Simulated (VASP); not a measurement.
All values below come from r2SCAN meta-GGA, VASP's PBE PAW potentials (set 64) (plane waves; VASP).

VASP input:

KPOINTS:
```
Automatic mesh
0
Gamma
  13 13 13
0 0 0
```

### POSCAR
```
S
1
    2.5783711470    -0.0000000000     0.0000000000
   -0.0000000000     2.5783711470     0.0000000000
   -0.0000000000    -0.0000000000     2.5783711470
S
1
Direct
  0.0000000000   0.0000000000   0.0000000000
```

INCAR:
```
ALGO  =  Normal
EDIFF  =  1E-6
EDIFFG  =  -0.01
ENCUT  =  400
IBRION  =  2
ISIF  =  3
ISMEAR  =  1
LASPH  =  T
LCHARG  =  F
LMIXTAU  =  T
LREAL  =  F
LWAVE  =  F
METAGGA  =  R2SCAN
NELM  =  100
NSW  =  60
PREC  =  Accurate
SIGMA  =  0.1
SYSTEM  =  S
```

POTCAR, in this order: S (PBE.64 set). Program: vasp_std.

Q: What will the output report for the number of irreducible k-points (NKPTS), number of bands (NBANDS), largest plane-wave count, number of space-group operations, FFT grid (NGX, NGY, NGZ)?

A: 
The number of irreducible k-points (NKPTS) is 84, the number of bands (NBANDS) comes out as 7 and the largest plane-wave count comes out as 320. The number of space-group operations is 48. The FFT grid (NGX, NGY, NGZ) comes out as 18 × 18 × 18.

The structure was generated: S was put into the simple-cubic type (Pm-3m), which need not be its known phase. This run relaxes it. Symmetry was kept, so distortions that lower it aren't found. The start is the result of an earlier pass.
